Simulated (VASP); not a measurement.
**BeTl: energy against volume and a worked fit**

```
CELL_PARAMETERS angstrom
3.38160 0.00000 0.00000
0.00000 3.38160 0.00000
0.00000 0.00000 3.38160
ATOMIC_POSITIONS crystal
Be 0.50000 0.50000 0.50000
Tl 0.00000 0.00000 0.00000
```

The cell comes from a database or a generator and needn't be the stable form of this composition.

The cell was scaled at fixed shape and fractions and run with VASP, PBE PAW files Be, Tl_d, 520 eV; PBE, k mesh 8 × 8 × 8 on the cell of 2 atoms, fermi-dirac occupations of 0.05 eV, no spin polarisation, no spin-orbit coupling. Energies are those that the program minimises, any entropy of the smearing included. For a metal such a mesh isn't converged to the digits shown.

```tsv
V (Å³/atom)	energy over the lowest row (meV/atom)
18.1746	8.542
18.5613	2.773
18.9480	0.054
19.3347	0.000
19.7214	2.335
20.1081	?
20.4947	12.979
```

Task: Fit the third-order Birch-Murnaghan form, give V0, B0 and B′, and predict the energy left open.

Result: With y = (V0/V)^(2/3), E = E0 + (9 V0 B0/16) [(y - 1)³ B′ + (y - 1)² (6 - 4y)]. Least squares through the rows shown give V0 = 19.1457 Å³/atom, E0 = -0.286 meV, B0 = 51.53 GPa (1 eV/Å³ = 160.218 GPa) and B′ = 5.25, with a largest miss of 0.008 meV. At V = 20.1081 the form with these constants gives 6.738 meV; the run gave 6.748 meV an atom.
